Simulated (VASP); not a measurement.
Calculation: PBE GGA + U (Dudarev), VASP's PBE PAW potentials (set 64) (plane waves; VASP).

Input for VASP

File KPOINTS:
```
Automatic mesh
0
Gamma
12 12 12
0 0 0
```

**POSCAR**
```
WSi2
1.0
 -1.6371000000   1.6371000000   3.9933000000
  1.6371000000  -1.6371000000   3.9933000000
  1.6371000000   1.6371000000  -3.9933000000
Si W
2 1
direct
  0.6650000000   0.6650000000   0.0000000000
  0.3350000000   0.3350000000   0.0000000000
  0.0000000000   0.0000000000   0.0000000000
```

### INCAR
```
# general
SYSTEM   =WSi2
PREC     =Accurate
ENCUT    =400   # plane-wave cut-off (eV)
LREAL    =.FALSE.
LASPH    =.TRUE.

# electronic loop
EDIFF    =1E-6   # SCF stop (eV)
NELM     =100
ALGO     =Normal
LMAXMIX  =6   # l cut-off of mixed one-centre charges

# smearing
ISMEAR   =1
SIGMA    =0.1   # width (eV)

# functional
GGA      =PE   # PBE

# DFT+U
LDAU     =.TRUE.
LDAUTYPE =2   # Dudarev
LDAUL    =-1 2
LDAUU    =0 6.0
LDAUJ    =0 0
LDAUPRINT=1

# ions
ISIF     =2   # forces and stress, cell fixed

# output
LWAVE    =.FALSE.
LCHARG   =.FALSE.
LORBIT   =10
```

POTCAR, in this order: Si W_sv (PBE.64 set). Program: vasp_std.

Output of the run:

File OSZICAR:
```
       N       E                     dE             d eps       ncg     rms          rms(c)
DAV:   1     0.113336433349E+03    0.11334E+03   -0.96224E+03  4890   0.122E+03
DAV:   2    -0.158460018689E+02   -0.12918E+03   -0.12752E+03  5639   0.316E+02
DAV:   3    -0.193769630858E+02   -0.35310E+01   -0.34405E+01  6696   0.465E+01
DAV:   4    -0.194021746578E+02   -0.25212E-01   -0.25215E-01  5541   0.459E+00
DAV:   5    -0.194025213996E+02   -0.34674E-03   -0.34673E-03  6703   0.522E-01    0.222E+01
DAV:   6    -0.181036550613E+02    0.12989E+01   -0.85298E+00  5968   0.210E+01    0.591E+00
DAV:   7    -0.180703317970E+02    0.33323E-01   -0.34769E-01  5716   0.392E+00    0.366E+00
DAV:   8    -0.180764006575E+02   -0.60689E-02   -0.96091E-02  6577   0.193E+00    0.403E-01
DAV:   9    -0.180807735007E+02   -0.43728E-02   -0.60799E-03  6109   0.478E-01    0.282E-01
DAV:  10    -0.180846561234E+02   -0.38826E-02   -0.90798E-03  6052   0.528E-01    0.744E-02
DAV:  11    -0.180848200028E+02   -0.16388E-03   -0.48243E-04  6143   0.131E-01    0.374E-02
DAV:  12    -0.180848768703E+02   -0.56868E-04   -0.11514E-04  6206   0.563E-02    0.161E-02
DAV:  13    -0.180848884735E+02   -0.11603E-04   -0.42643E-05  6171   0.324E-02    0.573E-03
DAV:  14    -0.180848891145E+02   -0.64095E-06   -0.18153E-06  4238   0.853E-03
   1 F= -.18084889E+02 E0= -.18084765E+02  d E =-.371531E-03
```

**OUTCAR**
```
------------------------ aborting loop because EDIFF is reached ----------------------------------------
  FORCE on cell =-STRESS in cart. coord.  units (eV):
  Direction    XX          YY          ZZ          XY          YZ          ZX
  --------------------------------------------------------------------------------------
  Total       -0.6584224     -0.6584224     -1.2299757      0.0000000      0.0000000      0.0000000
  in kB      -24.6418228    -24.6418228    -46.0325210      0.0000000      0.0000000      0.0000000
  external PRESSURE =     -31.7720555 kB  Pullay stress =       0.0000000 kB
  volume of cell :       42.81
      direct lattice vectors                 reciprocal lattice vectors
    -1.637100000  1.637100000  3.993300000     0.000000000  0.305418117  0.125209726
     1.637100000 -1.637100000  3.993300000     0.305418117  0.000000000  0.125209726
     1.637100000  1.637100000 -3.993300000     0.305418117  0.305418117  0.000000000
 POSITION                                       TOTAL-FORCE (eV/Angst)
 -----------------------------------------------------------------------------------
      0.00000      0.00000      5.31109        -0.000000     -0.000000     -0.136207
      0.00000      0.00000      2.67551        -0.000000     -0.000000      0.136207
      0.00000      0.00000      0.00000         0.000000      0.000000     -0.000000
 -----------------------------------------------------------------------------------
    total drift:                                0.000000      0.000000     -0.000000
  FREE ENERGIE OF THE ION-ELECTRON SYSTEM (eV)
  ---------------------------------------------------
  free  energy   TOTEN  =       -18.0848891145 eV

  energy  without entropy=      -18.0845175837  energy(sigma->0) =      -18.08476527

 total charge

# of ion       s       p       d       tot
------------------------------------------
    1        0.739   0.862   0.000   1.600
    2        0.739   0.862   0.000   1.600
    3        2.321   6.294   3.356  11.971
--------------------------------------------------
tot          3.798   8.018   3.356  15.172
```
(Selected blocks of OUTCAR.)

The compound is WSi2 in the MoSi2 type structure. The cell was not relaxed at this level. The run is one of a series of settings (LDAU = .TRUE., LDAUJ = 0 0, LDAUL = -1 2, LDAUTYPE = 2, LDAUU = 0 6.0 against the base run), some of them coarse on purpose.
